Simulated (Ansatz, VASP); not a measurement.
# Two plane-wave programs on Na3AlO3

```
Na Al O
1.0
     5.08836    2.93777    1.21466
    -5.08836    2.93777    1.21466
     0.00000   -5.87554    1.21466
Na Al O
3 1 3
Direct
  0.05029 0.57514 0.57514
  0.57514 0.05029 0.57514
  0.57514 0.57514 0.05029
  0.92180 0.92180 0.92180
  0.69801 0.98977 0.98977
  0.98977 0.69801 0.98977
  0.98977 0.98977 0.69801
```

Change from the starting cell: species swapped into the Li3SbS3 type (R3m, No. 160).

Alike in both runs: functional PBE; k mesh 3 × 3 × 3; occupations gaussian, width 0.15 eV; no spin polarisation.

Ansatz relaxed the structure, and its values are those at the end. VASP's run is a single point on that final structure, the one shown.

|  | VASP | Ansatz |
| --- | --- | --- |
| version | VASP 6.6.1 | Ansatz 0.2.0 |
| potentials or method | VASP PAW PBE potentials, release 64 (Na_pv, Al, O) | scalar-relativistic, plane waves, PAW |
| plane-wave cutoff (eV) | 520 | 420 |
| valence electrons in the cell | 42 | 48 |

Ansatz gave:

- gap on the k mesh at the Fermi level (eV): 2.14
- least direct gap on the mesh (eV): 2.41
- pressure (GPa): 0.1
- rms of the force components (eV/Å): 0.003

Which values does VASP return?

gap on the k mesh at the Fermi level (eV): 2.12; least direct gap on the mesh (eV): 2.40; pressure (GPa): 0.2; rms of the force components (eV/Å): 0.010.

The two sets of potentials don't hold the same shells in valence.

Caveats: the k mesh is coarse (spacing up to 0.62 Å⁻¹), so the values aren't converged; an odd mesh through Γ misses points on the zone boundary, where band edges often lie.
